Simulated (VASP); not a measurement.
The input files of a VASP run:

**INCAR**
```
# general
SYSTEM  =SrTe
PREC    =Accurate
ENCUT   =520   # plane-wave cut-off (eV)
LREAL   =.False.   # projection in real space or not
LASPH   =.True.   # aspherical one-centre terms

# electronic loop
EDIFF   =1E-7
NELM    =100   # most electronic steps
ALGO    =Normal   # blocked Davidson
LMAXMIX =4   # l cut-off of mixed one-centre charges
LMIXTAU =.True.

# smearing
ISMEAR  =0   # Gaussian
SIGMA   =0.05

# functional
METAGGA =R2SCAN
LUSE_VDW=.True.
BPARAM  =11.95
CPARAM  =0.0093

# ions
ISIF    =2

# output
LWAVE   =.False.
LCHARG  =.False.
```

POSCAR:
```
SrTe
1
    0.0000000000     3.3394347872     3.3394347872
    3.3394347872     0.0000000000     3.3394347872
    3.3394347872     3.3394347872     0.0000000000
Sr Te
1 1
Direct
  0.0000000000   0.0000000000   0.0000000000
  0.5000000000   0.5000000000   0.5000000000
```

KPOINTS:
```
kpoints
0
G
  7 7 7
```

POTCAR, in this order: Sr_sv Te (PBE.64 set). Program: vasp_std.

Problem. Translate this r2SCAN+rVV10 calculation to Ansatz.

Solution. One equivalent input (not run):
Ansatz 0.2 input:
```yaml
crystal:
  lattice:
    - [0.0000000, 3.3394348, 3.3394348]
    - [3.3394348, 0.0000000, 3.3394348]
    - [3.3394348, 3.3394348, 0.0000000]
  atoms:
    - { symbol: Sr, position: [0.0000000, 0.0000000, 0.0000000] }
    - { symbol: Te, position: [0.5000000, 0.5000000, 0.5000000] }
kpoints:
  mp_grid: { grid: [7, 7, 7] }
hamiltonian:
  xc: r2scan
  dispersion: rvv10
  pseudopotentials: { kind: paw }
scf:
  occupations: { method: gaussian, width: 0.05 }
  max_iter: 100
output: { forces: true, stress: true, eigenvalues: true }
```
The two are equivalent in intent, not identical: each code has its own PAW files, so the cut-off isn't converted (ENCUT is set for VASP's; basis.ecutwfc is left out, and Ansatz then takes the one that its files recommend); Ansatz stops its SCF on the density residual and VASP on the energy change (EDIFF).

The compound is SrTe in the rock salt structure. It was relaxed first.
